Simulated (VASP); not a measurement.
Set up this calculation in VASP 6.6.1, as the native input.

| Item | Value |
| --- | --- |
| Task | single point |
| Functional | B3LYP |
| Dispersion | D3(BJ) |
| Potentials or basis | VASP PAW PBE potentials, release 64 (Br, Rb_sv) |
| Cutoff | 520 eV |
| k mesh | 1 × 1 × 1 |
| Occupations | gaussian, width 0.01 eV |
| Spin | no spin polarisation |
| Grid for exact exchange (PRECFOCK) | Fast |
| Exchange at q = 0 | truncated |
| Further INCAR settings | ALGO = Normal; EDIFF = 1e-06 |

BrRb, in a box:

```
CELL_PARAMETERS angstrom
9.00000 0.00000 0.00000
0.00000 9.00000 0.00000
0.00000 0.00000 12.00000
ATOMIC_POSITIONS crystal
Br 0.50144 0.50233 0.38014
Rb 0.50144 0.50233 0.62553
```

One way to write it, as run:

POSCAR

```
RbBr
1.0
    9.0000000000      0.0000000000      0.0000000000
    0.0000000000      9.0000000000      0.0000000000
    0.0000000000      0.0000000000     12.0000000000
Br Rb
1 1
Direct
    0.5014444400      0.5023333300      0.3801356700
    0.5014444400      0.5023333300      0.6255310000
```

INCAR.step1

```
SYSTEM = RbBr
PREC = Accurate
ENCUT = 520
EDIFF = 1E-5
ISMEAR = 0
SIGMA = 0.01
LREAL = .False.
LASPH = .True.
NELM = 60
ALGO = Normal
ISIF = 2
LWAVE = .True.
GGA = PE
```

INCAR.step2

```
SYSTEM = RbBr
PREC = Accurate
ENCUT = 520
EDIFF = 1E-6
ISMEAR = 0
SIGMA = 0.01
LREAL = .False.
LASPH = .True.
NELM = 60
ALGO = Normal
ISIF = 2
LWAVE = .False.
LCHARG = .True.
GGA = B3
LHFCALC = .True.
AEXX = 0.2
AGGAX = 0.72
AGGAC = 0.81
ALDAC = 0.19
PRECFOCK = Fast
HFRCUT = -1
IVDW = 12
LELF = .True.
LVHAR = .True.
LVACPOTAV = .True.
ISTART = 1
```

KPOINTS

```
Automatic mesh
0
Gamma
  1 1 1
  0 0 0
```

Potentials or basis: VASP PAW PBE potentials, release 64 (Br, Rb_sv).

Run with:

```bash
$ cat potpaw_PBE.64/Br/POTCAR potpaw_PBE.64/Rb_sv/POTCAR > POTCAR
$ cp INCAR.step1 INCAR
$ mpirun -np 1 vasp_gam > vasp.out
$ cp INCAR.step2 INCAR
$ mpirun -np 1 vasp_gam > vasp.out
```

Results of the run:

```
Largest force                   : 0.181 eV/Å
Gap between the frontier levels : 3.96 eV
Dispersion energy per atom      : -0.033 eV
```

Caveat: the PAW data sets were made with another functional, which shifts forces and pressure a little.

It took 3.9 min on 1 thread of Intel(R) Xeon(R) 6975P-C (Granite Rapids), with other jobs on the host, peak memory 0.85 GiB.
